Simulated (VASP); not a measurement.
Data:

```xyz
4
Lattice="1.9482 -3.3744 0.0000 1.9482 3.3744 0.0000 0.0000 0.0000 6.3852" Properties=species:S:1:pos:R:3 pbc="T T T"
Zn     1.9482    -1.1248     3.1926
Zn     1.9482     1.1248     0.0000
S      1.9482    -1.1248     5.5871
S      1.9482     1.1248     2.3944
```

Method: PBE GGA, VASP's PBE PAW potentials (set 64) (plane waves; VASP). Settings: 400 eV cut-off, 6×6×3 Γ-centred mesh, Fermi-Dirac smearing of 0.050 eV, potentials Zn S.

### Question
Give the stress tensor in GPa (positive for a compressed cell).

### Answer

```
-2.53   0.00   0.00
 0.00  -2.53   0.00
 0.00   0.00  -2.58
```
The pressure is its mean diagonal, -2.55 GPa.

The compound is ZnS in the wurtzite structure, the high-temperature form. The cell was not relaxed at this level. The run is one of a series of settings (ISMEAR = -1 against the base run), some of them coarse on purpose.
